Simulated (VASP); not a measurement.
# NaH12ClO6 in VASP: further runs, part 2 of 2

VASP 6.6.1. Earlier steps stand in the parts before.

## (4) Single point, r2SCAN+D3(BJ)

POSCAR reads:

```
NaH12ClO6
1.0
    6.2692210000      0.0000000000      0.0000000000
    0.0000000000      6.2692210000      0.0000000000
    0.0000000000      0.0000000000      6.2692210000
O H Na Cl
6 12 1 1
Direct
    0.4416338170      1.1507171306      0.5602928976
    0.4592915133      0.2353402440      0.1069670379
    0.0921964627      0.5085320808      0.5635468904
    1.1298532944      0.9810150256      0.9822751503
    0.8516688118      0.1556493223      0.2940078201
    0.7009164296      0.7462330647      0.3502987054
    0.3687539489      1.0704041220      0.4596424340
    0.4810167005      1.0230617169      0.6433654197
    0.4505822972      0.3599649781      0.0184711944
    0.3941478535      0.1144001783      0.0248994253
    0.0694823169      0.5859898702      0.4287933062
    0.2513549929      0.4824044327      0.5800082658
    1.0178457579      0.9526382943      0.8858676381
    1.2190509794      0.8565178991      0.9503892110
    0.7081262568      0.1524750842      0.2297893151
    0.9498309280      0.1972493871      0.1677241877
    0.7880404918      0.8668381606      0.3947858913
    0.6896710134      0.7324195462      0.2022739348
    0.7323716934      0.4248534228      0.5276253621
    0.5228879314      0.6922072136      0.8542050121
```

INCAR.step1 reads:

```
PREC = Accurate
ENCUT = 520
ISMEAR = -1
SIGMA = 0.05
LREAL = Auto
LASPH = True
NELM = 100
NBANDS = 47
GGA = PE
ALGO = Normal
EDIFF = 1E-4
LWAVE = True
LCHARG = False
```

INCAR.step2 reads:

```
PREC = Accurate
ENCUT = 520
EDIFF = 1E-7
ISMEAR = -1
SIGMA = 0.05
LREAL = Auto
LASPH = True
NELM = 100
ALGO = Normal
ISIF = 2
LWAVE = False
LCHARG = False
METAGGA = R2SCAN
LMIXTAU = True
IVDW = 12
VDW_S6 = 1.0
VDW_S8 = 0.78981345
VDW_A1 = 0.49484001
VDW_A2 = 5.73083694
NBANDS = 47
ISTART = 1
```

KPOINTS reads:

```
Automatic mesh
0
Gamma
  1 1 1
```

On the command line:

```bash
cat potpaw_PBE.64/O/POTCAR potpaw_PBE.64/H/POTCAR potpaw_PBE.64/Na_pv/POTCAR potpaw_PBE.64/Cl/POTCAR > POTCAR
cp INCAR.step1 INCAR
mpirun -np 1 vasp_gam > vasp.out
cp INCAR.step2 INCAR
mpirun -np 1 vasp_gam > vasp.out
```

Run time: 67 s. Hardware: 1 thread of Intel Xeon 6975P-C (Granite Rapids), shared host; peak memory 0.34 GiB.

The run converged. Its results:

```
Free energy                : -107.4786 eV
Pressure                   : -1.0 GPa
Largest force              : 2.827 eV/Å
Band gap on the k mesh     : 4.72 eV, direct
Dispersion energy per atom : -0.021 eV
```

Forces on the atoms (eV/Å):
```
O    1.318 -0.340  2.030
O   -0.127 -1.548 -0.268
O    1.455  0.221 -0.436
O    0.776 -0.639  0.279
O    1.222  0.994 -1.935
O    0.227 -0.565  2.441
H   -1.418 -0.319 -2.360
H    0.322  0.673  0.606
H    0.013  0.471 -0.421
H    0.292  1.471  0.699
H    0.578 -0.363  0.707
H   -2.128  0.351 -0.243
H   -1.261  0.121 -0.808
H    0.473  0.036  0.238
H    0.083  0.235 -0.156
H   -1.399 -1.032  2.230
H   -0.227 -0.016 -0.889
H    0.043  0.426 -1.932
Na  -0.215 -0.065  0.249
Cl  -0.029 -0.114 -0.031
```

Stress tensor (GPa, compression positive):
```
-1.67  0.38  1.14
 0.38 -2.37  0.38
 1.14  0.38  0.99
```

Levels at points of the mesh, in eV from the valence-band top:
| k point | band 29 | band 30 | band 31 | band 32 | band 33 | band 34 |
| --- | --- | --- | --- | --- | --- | --- |
| (0.00, 0.00, 0.00) | -0.16 | -0.07 | 0.00 | 4.72 | 7.79 | 8.01 |

Caveat: the PAW data sets were made with another functional, which shifts forces and pressure a little. r2SCAN opens gaps a little over a GGA but as a rule still falls short of measured ones.

## (5) Molecular dynamics, r2SCAN+D3(BJ)

POSCAR reads:

```
NaH12ClO6
1.0
    6.2692210000      0.0000000000      0.0000000000
    0.0000000000      6.2692210000      0.0000000000
    0.0000000000      0.0000000000      6.2692210000
O H Na Cl
6 12 1 1
Direct
    0.4384875700      1.1597336800      0.5732118400
    0.4700370200      0.2603801100      0.1135388900
    0.0751205400      0.5121627300      0.5707450700
    1.1324649400      0.9603898200      0.9747372200
    0.8538167600      0.1400102600      0.2903251300
    0.6889804900      0.7302116200      0.3222861300
    0.4327168000      1.1197786000      0.4230713700
    0.4501024100      1.0217204900      0.6438475700
    0.4779980400      0.3941392200      0.0319675700
    0.3660919700      0.1731309000      0.0370444000
    0.1098685600      0.5512499500      0.4257634400
    0.1844123300      0.4064613800      0.6087802500
    1.0339157800      0.9358892400      0.8566446200
    1.2435515400      0.8518256400      0.9490900900
    0.7355443700      0.1716394500      0.1933185700
    0.9687319000      0.0935295900      0.1957664500
    0.7570807200      0.8702768600      0.3372646200
    0.6513193900      0.7230380800      0.1717125800
    0.7115082400      0.4345491800      0.5386214700
    0.5185281100      0.6749702900      0.8507647100
```

INCAR.step1 reads:

```
SYSTEM = NaH12ClO6
PREC = Accurate
ENCUT = 520
ISMEAR = -1
SIGMA = 0.05
LREAL = Auto
LASPH = .TRUE.
NELM = 100
ISYM = 0
GGA = PE
ALGO = Normal
EDIFF = 1E-4
LWAVE = .TRUE.
LCHARG = .FALSE.
```

INCAR.step2 reads:

```
SYSTEM = NaH12ClO6
PREC = Accurate
ENCUT = 520
EDIFF = 1E-5
ISMEAR = -1
SIGMA = 0.05
LREAL = Auto
LASPH = .TRUE.
NELM = 100
ALGO = Normal
ISIF = 2
LWAVE = .FALSE.
LCHARG = .FALSE.
METAGGA = R2SCAN
LMIXTAU = .TRUE.
IVDW = 12
VDW_S6 = 1.0
VDW_S8 = 0.78981345
VDW_A1 = 0.49484001
VDW_A2 = 5.73083694
IBRION = 0
NSW = 40
POTIM = 0.5
TEBEG = 1000.0
TEEND = 1000.0
ISYM = 0
NELMIN = 4
RANDOM_SEED = 890890 0 0
MDALGO = 3
LANGEVIN_GAMMA = 20 20 20 20
ISTART = 1
```

KPOINTS reads:

```
Automatic mesh
0
G
  1 1 1
  0 0 0
```

On the command line:

```bash
cat potpaw_PBE.64/O/POTCAR potpaw_PBE.64/H/POTCAR potpaw_PBE.64/Na_pv/POTCAR potpaw_PBE.64/Cl/POTCAR > POTCAR
cp INCAR.step1 INCAR
mpirun -np 1 vasp_gam > vasp.out
cp INCAR.step2 INCAR
mpirun -np 1 vasp_gam > vasp.out
```

It took 22 min on 1 thread of Intel Xeon 6975P-C (Granite Rapids), shared host; peak memory 0.4 GiB.

It converged, with:

* Dispersion energy per atom: -0.021 eV

Step by step:
```tsv
step	potential energy change (eV)	largest force (eV/Å)	pressure (GPa)	volume (Å³)	temperature (K)
1	0.0000	0.6233	-1.28	246.40	1078
2	0.0386	1.4350	-1.00	246.40	1104
3	0.1768	2.7237	-0.60	246.40	1050
4	0.3608	3.7749	-0.19	246.40	955
5	0.5056	4.4602	0.03	246.40	884
6	0.5572	4.6559	-0.04	246.40	843
7	0.4949	4.1640	-0.44	246.40	849
8	0.3971	3.2690	-0.96	246.40	899
9	0.3362	2.2640	-1.42	246.40	913
10	0.3619	1.8438	-1.82	246.40	874
11	0.4686	2.7494	-1.98	246.40	813
12	0.6129	3.3690	-1.97	246.40	745
13	0.7488	3.7068	-1.99	246.40	678
14	0.8540	3.8844	-1.88	246.40	612
15	0.8729	4.1096	-1.75	246.40	624
16	0.8144	3.9195	-1.47	246.40	702
17	0.7129	3.2014	-1.17	246.40	744
18	0.6390	3.1521	-0.90	246.40	773
19	0.6145	2.7157	-0.60	246.40	800
20	0.6685	3.3598	-0.22	246.40	781
21	0.7768	3.9234	0.09	246.40	742
22	0.8942	4.1160	0.35	246.40	708
23	0.9527	3.9884	0.24	246.40	710
24	0.9445	3.8111	-0.15	246.40	758
25	0.8681	3.7179	-0.80	246.40	810
26	0.8143	4.2720	-1.56	246.40	825
27	0.7953	4.2962	-2.23	246.40	817
28	0.8081	3.7253	-2.70	246.40	794
29	0.8486	2.7457	-2.94	246.40	796
30	0.9063	3.0386	-2.93	246.40	787
31	0.9830	3.8178	-2.76	246.40	786
32	1.0769	4.4019	-2.40	246.40	805
33	1.1381	4.5716	-1.82	246.40	812
34	1.1308	4.3539	-1.10	246.40	789
35	1.0619	3.7607	-0.40	246.40	785
36	0.9789	3.0992	0.37	246.40	802
37	0.9330	3.5485	0.97	246.40	796
38	0.9241	4.1421	1.42	246.40	778
39	0.9373	3.9529	1.54	246.40	757
40	0.9962	3.9884	1.42	246.40	739
```

Caveat: the PAW data sets were made with another functional, which shifts forces and pressure a little.
